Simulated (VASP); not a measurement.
Calculation: PBE GGA, VASP's PBE PAW potentials (set 64) (plane waves; VASP).

A VASP calculation is set up with these files.

INCAR:
```
ALGO = Normal
EDIFF = 1E-6
ENCUT = 400
GGA = PE
ISIF = 2
ISMEAR = 1
ISPIN = 1
LASPH = .True.
LCHARG = .False.
LMAXMIX = 4
LORBIT = 10
LREAL = .False.
LWAVE = .False.
NELM = 100
PREC = Accurate
SIGMA = 0.1
SYSTEM = Ni3Al
```

File POSCAR:
```
Ni3Al
1.0
  3.6414000000   0.0000000000   0.0000000000
  0.0000000000   3.6414000000   0.0000000000
  0.0000000000   0.0000000000   3.6414000000
Al Ni
1 3
Cart
  0.0000000000   0.0000000000   0.0000000000
  0.0000000000   1.8207000000   1.8207000000
  1.8207000000   0.0000000000   1.8207000000
  1.8207000000   1.8207000000   0.0000000000
```

File KPOINTS:
```
Automatic
0
Gamma
 8 8 8
```

POTCAR, in this order: Al Ni (PBE.64 set). Program: vasp_std.

Output of the run:

**OSZICAR**
```
       N       E                     dE             d eps       ncg     rms          rms(c)
DAV:   1     0.168519512391E+03    0.16852E+03   -0.12413E+04  1416   0.169E+03
DAV:   2    -0.163472485355E+02   -0.18487E+03   -0.17856E+03  1400   0.338E+02
DAV:   3    -0.256203528395E+02   -0.92731E+01   -0.84006E+01  1544   0.983E+01
DAV:   4    -0.258626918598E+02   -0.24234E+00   -0.23937E+00  1616   0.147E+01
DAV:   5    -0.258702542345E+02   -0.75624E-02   -0.75607E-02  1648   0.241E+00    0.187E+01
DAV:   6    -0.277715489246E+02   -0.19013E+01   -0.79853E+01  1612   0.143E+02    0.227E+01
DAV:   7    -0.218001795712E+02    0.59714E+01   -0.23527E+01  1560   0.771E+01    0.191E+00
DAV:   8    -0.218052342121E+02   -0.50546E-02   -0.54472E-01  1472   0.581E+00    0.136E+00
DAV:   9    -0.217811489422E+02    0.24085E-01   -0.51258E-02  1852   0.321E+00    0.250E-01
DAV:  10    -0.217803160316E+02    0.83291E-03   -0.15199E-03  1524   0.466E-01    0.135E-01
DAV:  11    -0.217802194710E+02    0.96561E-04   -0.28250E-04  1908   0.206E-01    0.470E-02
DAV:  12    -0.217802152888E+02    0.41822E-05   -0.20948E-05  1680   0.578E-02    0.848E-03
DAV:  13    -0.217802137243E+02    0.15645E-05   -0.60107E-06  1544   0.163E-02    0.417E-03
DAV:  14    -0.217802135273E+02    0.19697E-06   -0.35538E-07   840   0.731E-03
   1 F= -.21780214E+02 E0= -.21779151E+02  d E =-.318673E-02
```

### OUTCAR
```
------------------------ aborting loop because EDIFF is reached ----------------------------------------
  FORCE on cell =-STRESS in cart. coord.  units (eV):
  Direction    XX          YY          ZZ          XY          YZ          ZX
  --------------------------------------------------------------------------------------
  Total       -3.0956389     -3.0956389     -3.0956389      0.0000000      0.0000000     -0.0000000
  in kB     -102.7201679   -102.7201679   -102.7201679      0.0000000      0.0000000     -0.0000000
  external PRESSURE =    -102.7201679 kB  Pullay stress =       0.0000000 kB
  volume of cell :       48.28
      direct lattice vectors                 reciprocal lattice vectors
     3.641400000  0.000000000  0.000000000     0.274619652  0.000000000  0.000000000
     0.000000000  3.641400000  0.000000000     0.000000000  0.274619652  0.000000000
     0.000000000  0.000000000  3.641400000     0.000000000  0.000000000  0.274619652
 POSITION                                       TOTAL-FORCE (eV/Angst)
 -----------------------------------------------------------------------------------
      0.00000      0.00000      0.00000         0.000000      0.000000      0.000000
      0.00000      1.82070      1.82070         0.000000      0.000000      0.000000
      1.82070      0.00000      1.82070         0.000000      0.000000      0.000000
      1.82070      1.82070      0.00000         0.000000      0.000000      0.000000
 -----------------------------------------------------------------------------------
    total drift:                                0.000000     -0.000000     -0.000000
  FREE ENERGIE OF THE ION-ELECTRON SYSTEM (eV)
  ---------------------------------------------------
  free  energy   TOTEN  =       -21.7802135273 eV

  energy  without entropy=      -21.7770267985  energy(sigma->0) =      -21.77915128

 total charge

# of ion       s       p       d       tot
------------------------------------------
    1        0.401   0.366   0.000   0.767
    2        0.465   0.456   8.354   9.275
    3        0.465   0.456   8.354   9.275
    4        0.465   0.456   8.354   9.275
--------------------------------------------------
tot          1.796   1.735  25.062  28.592
```
(Selected blocks of OUTCAR.)

The compound is Ni3Al in the L1_2 structure. The cell was not relaxed at this level. The run is one of a series of settings (ISPIN = 1, the spin start removed against the base run), some of them coarse on purpose. The run is not spin-polarised, so no magnetic state was tried. The electron count is odd and the run is not spin-polarised, which forces a metal.
